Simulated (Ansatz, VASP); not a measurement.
# BH2N (BH2N (P4_32_12)): VASP beside Ansatz

Aim: how closely do two programs agree when they are given the same cell, functional and k mesh? The structure shown is the start of the Ansatz relaxation below; VASP solves that cell, so the two are compared at the walk's first step.

Calculated with Ansatz 0.2.0; plane waves, with VASP 6.6.1 beside it; single point at PBEsol.

## (1) The starting structure

The cell holds 48 atoms: 12 B, 24 H and 12 N. Its edges and angles: a = 5.609 Å, b = 5.609 Å, c = 16.842 Å, α = 90.0°, β = 90.0°, γ = 90.0°.

Structure file:

```cif
data_structure
_symmetry_space_group_name_H-M 'P 1'
_symmetry_Int_Tables_number 1
_cell_length_a 5.6089
_cell_length_b 5.6089
_cell_length_c 16.8420
_cell_angle_alpha 90.000
_cell_angle_beta 90.000
_cell_angle_gamma 90.000
_cell_volume 529.83
loop_
_atom_site_label
_atom_site_type_symbol
_atom_site_fract_x
_atom_site_fract_y
_atom_site_fract_z
_atom_site_occupancy
B1 B 0.34751 0.55356 0.05689 1
B2 B 0.67534 0.32466 0.25000 1
B3 B 0.32466 0.67534 0.75000 1
B4 B 0.17534 0.17534 0.00000 1
B5 B 0.44644 0.65249 0.44311 1
B6 B 0.55356 0.34751 0.94311 1
B7 B 0.65249 0.44644 0.55689 1
B8 B 0.15249 0.05356 0.69311 1
B9 B 0.84751 0.94644 0.19311 1
B10 B 0.05356 0.15249 0.30689 1
B11 B 0.94644 0.84751 0.80689 1
B12 B 0.82466 0.82466 0.50000 1
H13 H 0.97604 0.97604 0.50000 1
H14 H 0.52396 0.47604 0.25000 1
H15 H 0.47604 0.52396 0.75000 1
H16 H 0.02396 0.02396 0.00000 1
H17 H 0.62373 0.96561 0.40472 1
H18 H 0.37627 0.03439 0.90472 1
H19 H 0.96561 0.62373 0.59528 1
H20 H 0.46561 0.87627 0.65472 1
H21 H 0.53439 0.12373 0.15472 1
H22 H 0.87627 0.46561 0.34528 1
H23 H 0.12373 0.53439 0.84528 1
H24 H 0.03439 0.37627 0.09528 1
H25 H 0.28503 0.66289 0.39641 1
H26 H 0.71497 0.33711 0.89641 1
H27 H 0.66289 0.28503 0.60359 1
H28 H 0.16289 0.21497 0.64641 1
H29 H 0.83711 0.78503 0.14641 1
H30 H 0.66472 0.66472 0.00000 1
H31 H 0.78503 0.83711 0.85359 1
H32 H 0.33711 0.71497 0.10359 1
H33 H 0.33528 0.33528 0.50000 1
H34 H 0.16472 0.83528 0.25000 1
H35 H 0.83528 0.16472 0.75000 1
H36 H 0.21497 0.16289 0.35359 1
N37 N 0.63173 0.82871 0.44414 1
N38 N 0.36827 0.17129 0.94414 1
N39 N 0.82871 0.63173 0.55586 1
N40 N 0.32871 0.86827 0.69414 1
N41 N 0.67129 0.13173 0.19414 1
N42 N 0.86827 0.32871 0.30586 1
N43 N 0.13173 0.67129 0.80586 1
N44 N 0.17129 0.36827 0.05586 1
N45 N 0.46334 0.46334 0.50000 1
N46 N 0.03666 0.96334 0.25000 1
N47 N 0.96334 0.03666 0.75000 1
N48 N 0.53666 0.53666 0.00000 1
```

## (2) Ansatz: relaxation, PBEsol

Ansatz runs on its default PAW (the set named soft_2) files.

The two programs are compared at the cell with which this relaxation starts, whose forces are those of its first step.

Input file input.yaml:

```yaml
crystal:
  lattice:
    - [5.60885, 0.0, 0.0]
    - [0.0, 5.60885, 0.0]
    - [0.0, 0.0, 16.841959]
  atoms:
    - { symbol: B, position: [0.347514, 0.553557, 0.056892] }
    - { symbol: B, position: [0.675341, 0.324659, 0.25] }
    - { symbol: B, position: [0.324659, 0.675341, 0.75] }
    - { symbol: B, position: [0.175341, 0.175341, 0.0] }
    - { symbol: B, position: [0.446443, 0.652486, 0.443108] }
    - { symbol: B, position: [0.553557, 0.347514, 0.943108] }
    - { symbol: B, position: [0.652486, 0.446443, 0.556892] }
    - { symbol: B, position: [0.152486, 0.053557, 0.693108] }
    - { symbol: B, position: [0.847514, 0.946443, 0.193108] }
    - { symbol: B, position: [0.053557, 0.152486, 0.306892] }
    - { symbol: B, position: [0.946443, 0.847514, 0.806892] }
    - { symbol: B, position: [0.824659, 0.824659, 0.5] }
    - { symbol: H, position: [0.976041, 0.976041, 0.5] }
    - { symbol: H, position: [0.523959, 0.476041, 0.25] }
    - { symbol: H, position: [0.476041, 0.523959, 0.75] }
    - { symbol: H, position: [0.023959, 0.023959, 0.0] }
    - { symbol: H, position: [0.623726, 0.965608, 0.40472] }
    - { symbol: H, position: [0.376274, 0.034392, 0.90472] }
    - { symbol: H, position: [0.965608, 0.623726, 0.59528] }
    - { symbol: H, position: [0.465608, 0.876274, 0.65472] }
    - { symbol: H, position: [0.534392, 0.123726, 0.15472] }
    - { symbol: H, position: [0.876274, 0.465608, 0.34528] }
    - { symbol: H, position: [0.123726, 0.534392, 0.84528] }
    - { symbol: H, position: [0.034392, 0.376274, 0.09528] }
    - { symbol: H, position: [0.285032, 0.662886, 0.39641] }
    - { symbol: H, position: [0.714968, 0.337114, 0.89641] }
    - { symbol: H, position: [0.662886, 0.285032, 0.60359] }
    - { symbol: H, position: [0.162886, 0.214968, 0.64641] }
    - { symbol: H, position: [0.837114, 0.785032, 0.14641] }
    - { symbol: H, position: [0.664716, 0.664716, 0.0] }
    - { symbol: H, position: [0.785032, 0.837114, 0.85359] }
    - { symbol: H, position: [0.337114, 0.714968, 0.10359] }
    - { symbol: H, position: [0.335284, 0.335284, 0.5] }
    - { symbol: H, position: [0.164716, 0.835284, 0.25] }
    - { symbol: H, position: [0.835284, 0.164716, 0.75] }
    - { symbol: H, position: [0.214968, 0.162886, 0.35359] }
    - { symbol: "N", position: [0.631726, 0.828715, 0.44414] }
    - { symbol: "N", position: [0.368274, 0.171285, 0.94414] }
    - { symbol: "N", position: [0.828715, 0.631726, 0.55586] }
    - { symbol: "N", position: [0.328715, 0.868274, 0.69414] }
    - { symbol: "N", position: [0.671285, 0.131726, 0.19414] }
    - { symbol: "N", position: [0.868274, 0.328715, 0.30586] }
    - { symbol: "N", position: [0.131726, 0.671285, 0.80586] }
    - { symbol: "N", position: [0.171285, 0.368274, 0.05586] }
    - { symbol: "N", position: [0.463338, 0.463338, 0.5] }
    - { symbol: "N", position: [0.036662, 0.963338, 0.25] }
    - { symbol: "N", position: [0.963338, 0.036662, 0.75] }
    - { symbol: "N", position: [0.536662, 0.536662, 0.0] }
basis:
  ecutwfc: 420
  xc_grid: 2
hamiltonian:
  xc: pbesol
kpoints:
  mp_grid: { grid: [5, 5, 2] }
scf:
  occupations: { method: fermi_dirac, width: 0.01 }
  max_iter: 150
output:
  forces: true
  stress: true
relax:
  f_tol: 0.01
  max_steps: 60
  cell: {}
checkpoint:
  write: "../pbesol.run"
  compress: false
  write_wavefunctions: false
  write_every: 100000
```

Started as:

```
> ansatz run input.yaml --threads 4 --pin off --max-ram 6594MiB --backend cpu --events-out ev --progress --plain --runs-dir out
```

Numbers of over 12 decimals in the logs are rounded to 6 here.

The program printed:

```text
Engine: ansatz 0.2.0, aarch64-unknown-linux-gnu
Pseudopotentials: kind: paw
Pseudopotential: B, paw, valence charge 3, recommended cutoff 420 eV (normal), B.paw.azcp
Pseudopotential: H, paw, valence charge 1, recommended cutoff 420 eV (normal), H.paw.azcp
Pseudopotential: N, paw, valence charge 5, recommended cutoff 420 eV (normal), N.paw.azcp
Functional definition: PBEsol
  exchange = pbesol_x
  correlation = pbesol_c
Crystal: 48 atoms, lattice volume = 529.835 Å³
Basis set: ecut = 420 eV, 10373 PW (Γ), exchange–correlation on 80×80×240 points (8 copies of the dense FFT grid, shifted against one another)
Bands: 108, of which v1, the nominal top of the filled ones, is band 60 counted from 1 (59 counted from 0)
Symmetry: 8 space group operations
Space group: P43212 (ITA 96), of the structure as read, at distance tolerance 8.1e-5 Å
k-points: 12 of 50
Non-local potential: B, projectors of the file, l = 0: 2, l = 1: 2, l = 2: 1
Non-local potential: H, projectors of the file, l = 0: 2, l = 1: 1
Non-local potential: N, projectors of the file, l = 0: 2, l = 1: 2, l = 2: 1
PAW form: soft (Blöchl's): semilocal exchange-correlation on the pseudo side does not see the compensation charge
PAW frozen core: B, regenerated for the run's functional, and the local potential with it (the file was generated under x = pbe(κ = 0.804, μ = 0.219515), c = pbe(β = 0.066725))
PAW frozen core: N, regenerated for the run's functional, and the local potential with it (the file was generated under x = pbe(κ = 0.804, μ = 0.219515), c = pbe(β = 0.066725))
PAW one-centre angular grid: B, 110 points (default); XC on 64 Gauss nodes
PAW one-centre angular grid: H, 110 points (default); XC on 64 Gauss nodes
PAW one-centre angular grid: N, 110 points (default); XC on 64 Gauss nodes
Initial density: superposition of atomic densities (neutral atoms: chi_scale 0, normalization atom), corrected by the library's trained network
Initial wavefunctions: pseudopotential atomic-orbital guess
Functional: x = pbesol(κ = 0.804, μ = 0.123457), c = pbesol(β = 0.046)
SCF iter   1: F=—  HF=-6774.808574 eV  |F-HF|=—  |Δ(HF+E_count)|=         —  Δρ=6.34e-3  dr2=1.72e-1  ethr=1.77e-3  ⟨swp⟩=6.3  Hψ=6289  notcnv=0  defer=288
preconditioner: auto → Resta (q_TF=auto, 2.130 Å⁻¹)  ε∞=2.4  [insulator: Δε(μ)=5.196 eV  Ē_g=14.753 eV  σ=0.010 eV  W_gap=1.00  n_scr=74 (ndim 8)  ℏωp=17.7 eV  f_vac=0.130  D(μ)=0.00/eV (n_scr^D=0)  ε∞_Penn≈2.4]
SCF iter   2: F=—  HF=-6774.772431 eV  |F-HF|=—  |Δ(HF+E_count)|=   3.61e-2  Δρ=2.34e-3  dr2=2.11e-2  ethr=1.43e-4  ⟨swp⟩=2.0  Hψ=2130  notcnv=0  defer=522
SCF iter   3: F=—  HF=-6774.771886 eV  |F-HF|=—  |Δ(HF+E_count)|=   5.45e-4  Δρ=1.04e-3  dr2=4.51e-3  ethr=1.76e-5  ⟨swp⟩=2.0  Hψ=1404  notcnv=0  defer=522
SCF iter   4: F=—  HF=-6774.773316 eV  |F-HF|=—  |Δ(HF+E_count)|=   1.43e-3  Δρ=1.66e-4  dr2=1.51e-4  ethr=3.76e-6  ⟨swp⟩=2.0  Hψ=1404  notcnv=0  defer=522
SCF iter   5: F=—  HF=-6774.773525 eV  |F-HF|=—  |Δ(HF+E_count)|=   2.09e-4  Δρ=3.17e-5  dr2=6.29e-6  ethr=1.26e-7  ⟨swp⟩=2.0  Hψ=1345  notcnv=0  defer=522
SCF iter   6: F=—  HF=-6774.773381 eV  |F-HF|=—  |Δ(HF+E_count)|=   1.44e-4  Δρ=1.62e-5  dr2=1.34e-6  ethr=5.25e-9  ⟨swp⟩=2.0  Hψ=1494  notcnv=0  defer=522
SCF iter   7: F=—  HF=-6774.773381 eV  |F-HF|=—  |Δ(HF+E_count)|=   1.61e-7  Δρ=8.19e-6  dr2=3.44e-7  ethr=1.12e-9  ⟨swp⟩=2.0  Hψ=1494  notcnv=0  defer=522
SCF iter   8: F=-6774.773381 eV  HF=-6774.773381 eV  |F-HF|=5.19e-9  |Δ(HF+E_count)|=   4.88e-9  Δρ=1.82e-6  dr2=1.84e-8  ethr=8.33e-11  ⟨swp⟩=4.0  Hψ=3324  notcnv=0
SCF 1 converged in 8 iterations: F = -6774.773381 eV  dr2 = 1.84e-8
  greatest PAW one-centre occupation: 0.796 electrons in one spin orbital (limit 2), on the N atom at site 46 (counted from 0), in its partial waves of l = 0
relax step   1: F+E_penalty+E_count = -6774.77338097 eV  Δ(F+E_penalty+E_count) = +0.000e0 eV  max|allowed force component| = 2.303e-1 eV/Å  Δτ_max = 0.0000 Å  P = -0.416 GPa  Ω = 529.835 Å³  (8 SCF iters, dr2 threshold 1.00e-7 eV, accepted)
Crystal: 48 atoms, lattice volume = 513.638 Å³
Basis set: ecut = 420 eV, 10083 PW (Γ), exchange–correlation on 80×80×240 points (8 copies of the dense FFT grid, shifted against one another)
Initial density: handed on by an earlier stage of this run
Initial wavefunctions: those handed on with the density
iter 1 solved again at ethr=7.16e-5 eV; its pass at ethr=3.10e-3 eV (dr2=8.60e-2 eV) is discarded
SCF iter   1: F=—  HF=-6774.855520 eV  |F-HF|=—  |Δ(HF+E_count)|=         —  Δρ=5.59e-3  dr2=9.06e-2  ethr=7.16e-5  ⟨swp⟩=7.2  Hψ=6397  notcnv=0  defer=2
preconditioner: auto → Resta (q_TF=auto, 2.141 Å⁻¹)  ε∞=2.5  [insulator: Δε(μ)=5.216 eV  Ē_g=14.840 eV  σ=0.010 eV  W_gap=1.00  n_scr=74 (ndim 8)  ℏωp=17.9 eV  f_vac=0.085  D(μ)=0.00/eV (n_scr^D=0)  ε∞_Penn≈2.5]
[...]
SCF 10 converged in 5 iterations: F = -6774.837997 eV  dr2 = 1.35e-10
relax step  10: F+E_penalty+E_count = -6774.83799663 eV  Δ(F+E_penalty+E_count) = +3.459e-2 eV  max|allowed force component| = 6.510e-3 eV/Å  Δτ_max = 0.0000 Å  P = -0.026 GPa  Ω = 484.556 Å³  stress off target by 3.99e-2 GPa  SCF on the basis re-selected at this cell (its energy is not comparable with the rows above)  (5 SCF iters)
[...]
Free energy (F): -6774.837997 eV
Harris-Foulkes:  -6774.837997 eV  (|F-HF|=2.55e-11)
Internal energy: -6774.837997 eV  (E = F + TS)
E sigma→0 (E₀):  -6774.837997 eV
Fermi energy:    1.375744 eV
--- Per-component energies (eV) ---
  E_band       = -808.348010
  E_kinetic    = 2495.822410
  E_local      = -6672.996066  (includes V_loc(G=0)·N_el)
  E_nonlocal   = 739.394427
  E_hartree    = 2270.528452
  E_xc         = -1292.389811
  E_vxc        = -1620.082782  (∫ρ·V_xc dr)
  E_paw        = -2399.681282  (= ΣΔE_a)
  E_vpaw       = -291.512976  (= ΣTr[D̂ρ^β])
  E_aug_tail   = -0.029722  (compensation charges beyond the density's cutoff)
  E_ewald      = -1916.000121
  E_core_change = 0.513717  (= ΣΔE_core)
  E_smearing   = -0.000000  (= −TS)
  E_closure    = 0.000000  (closes the sum)
  Σ components = -6774.837997   (vs F -6774.837997, Δ=0.00e0)
--- Forces (eV/Å), atoms counted from 1 ---
  atom   1  B      0.00607531     0.00074697    -0.00419593
  atom   2  B      0.00087403    -0.00087403     0.00000000
  atom   3  B     -0.00087403     0.00087403     0.00000000
  atom   4  B      0.00087403     0.00087403    -0.00000000
  atom   5  B     -0.00074697    -0.00607531     0.00419593
  atom   6  B      0.00074697     0.00607531     0.00419593
  atom   7  B     -0.00607531    -0.00074697    -0.00419593
  atom   8  B     -0.00607531     0.00074697     0.00419593
  atom   9  B      0.00607531    -0.00074697     0.00419593
  atom  10  B      0.00074697    -0.00607531    -0.00419593
  atom  11  B     -0.00074697     0.00607531    -0.00419593
  atom  12  B     -0.00087403    -0.00087403     0.00000000
  atom  13  H      0.00233862     0.00233862    -0.00000000
  atom  14  H     -0.00233862     0.00233862     0.00000000
  atom  15  H      0.00233862    -0.00233862    -0.00000000
  atom  16  H     -0.00233862    -0.00233862     0.00000000
  atom  17  H     -0.00186653     0.00453659    -0.00229437
  atom  18  H      0.00186653    -0.00453659    -0.00229437
  atom  19  H      0.00453659    -0.00186653     0.00229437
  atom  20  H      0.00453659     0.00186653    -0.00229437
  atom  21  H     -0.00453659    -0.00186653    -0.00229437
  atom  22  H      0.00186653     0.00453659     0.00229437
  atom  23  H     -0.00186653    -0.00453659     0.00229437
  atom  24  H     -0.00453659     0.00186653     0.00229437
[...]
atom  41  N     -0.00062554     0.00303885    -0.00049786
  atom  42  N     -0.00303885     0.00062554     0.00049786
  atom  43  N      0.00303885    -0.00062554     0.00049786
  atom  44  N     -0.00062554    -0.00303885     0.00049786
  atom  45  N      0.00572371     0.00572371    -0.00000000
  atom  46  N     -0.00572371     0.00572371     0.00000000
  atom  47  N      0.00572371    -0.00572371     0.00000000
  atom  48  N     -0.00572371    -0.00572371    -0.00000000
  max |Σ_I F_I| component: 2.34e-17 eV/Å
--- Stress (GPa, compression-positive) ---
       -0.039907      -0.000000       0.000000
       -0.000000      -0.039907      -0.000000
        0.000000      -0.000000       0.002320
  P = ⅓ Tr σ = -0.0258 GPa (-0.258 kbar)
--- Relaxed structure (8 steps of the walk, 8 accepted, 2 SCFs on fresh bases) ---
  F+E_penalty+E_count = -6774.83799663 eV   max|allowed force component| = 6.510e-3 eV/Å   (the final SCF, on the basis selected at the relaxed cell)
  cell:  # Å, volume = 484.5559 Å³
    - [5.387755, 0, 0.0]
    - [0, 5.387755, 0]
    - [0.0, 0, 16.692765]
  atoms:
    - { symbol: B, position: [0.352834, 0.558164, 0.058814] }
    - { symbol: B, position: [0.669985, 0.330015, 0.25] }
    - { symbol: B, position: [0.330015, 0.669985, 0.750000] }
    - { symbol: B, position: [0.169985, 0.169985, 0] }
    - { symbol: B, position: [0.441836, 0.647166, 0.441186] }
    - { symbol: B, position: [0.558164, 0.352834, 0.941186] }
    - { symbol: B, position: [0.647166, 0.441836, 0.558814] }
    - { symbol: B, position: [0.147166, 0.058164, 0.691186] }
    - { symbol: B, position: [0.852834, 0.941836, 0.191186] }
    - { symbol: B, position: [0.058164, 0.147166, 0.308814] }
    - { symbol: B, position: [0.941836, 0.852834, 0.808814] }
    - { symbol: B, position: [0.830015, 0.830015, 0.5] }
    - { symbol: H, position: [0.988384, 0.988384, 0.5] }
    - { symbol: H, position: [0.511616, 0.488384, 0.25] }
    - { symbol: H, position: [0.488384, 0.511616, 0.750000] }
    - { symbol: H, position: [0.011616, 0.011616, 0] }
    - { symbol: H, position: [0.629079, 0.970406, 0.401247] }
    - { symbol: H, position: [0.370921, 0.029594, 0.901247] }
    - { symbol: H, position: [0.970406, 0.629079, 0.598753] }
    - { symbol: H, position: [0.470406, 0.870921, 0.651247] }
    - { symbol: H, position: [0.529594, 0.129079, 0.151247] }
    - { symbol: H, position: [0.870921, 0.470406, 0.348753] }
    - { symbol: H, position: [0.129079, 0.529594, 0.848753] }
    - { symbol: H, position: [0.029594, 0.370921, 0.098753] }
    - { symbol: H, position: [0.276464, 0.654338, 0.392567] }
    - { symbol: H, position: [0.723536, 0.345662, 0.892567] }
    - { symbol: H, position: [0.654338, 0.276464, 0.607433] }
    - { symbol: H, position: [0.154338, 0.223536, 0.642567] }
    - { symbol: H, position: [0.845662, 0.776464, 0.142567] }
    - { symbol: H, position: [0.678533, 0.678533, 0] }
    - { symbol: H, position: [0.776464, 0.845662, 0.857433] }
    - { symbol: H, position: [0.345662, 0.723536, 0.107433] }
    - { symbol: H, position: [0.321467, 0.321467, 0.5] }
    - { symbol: H, position: [0.178533, 0.821467, 0.25] }
    - { symbol: H, position: [0.821467, 0.178533, 0.750000] }
    - { symbol: H, position: [0.223536, 0.154338, 0.357433] }
    - { symbol: N, position: [0.634623, 0.829600, 0.442054] }
    - { symbol: N, position: [0.365377, 0.170400, 0.942054] }
    - { symbol: N, position: [0.829600, 0.634623, 0.557946] }
    - { symbol: N, position: [0.329600, 0.865377, 0.692054] }
    - { symbol: N, position: [0.670400, 0.134623, 0.192054] }
    - { symbol: N, position: [0.865377, 0.329600, 0.307946] }
    - { symbol: N, position: [0.134623, 0.670400, 0.807946] }
    - { symbol: N, position: [0.170400, 0.365377, 0.057946] }
    - { symbol: N, position: [0.455166, 0.455166, 0.5] }
    - { symbol: N, position: [0.044834, 0.955166, 0.25] }
    - { symbol: N, position: [0.955166, 0.044834, 0.750000] }
    - { symbol: N, position: [0.544834, 0.544834, 0] }
[key lines of the parts left out:]
SCF converged after 5 iterations
```

(Part 1 of 2 ends here.)

[Lines on the potential files, build, host, timing and source positions are cut from VASP's logs without a mark.]

[Logs are printed without paths, hosts, clocks, repeated set-up lines and the standing remarks that a program may print on its own settings, such as how far it seeks lower states.]

[Hosts, paths, dates, database ids (printed as entryN), source tags and the programs' standing remarks are cut or masked in the printed files.]
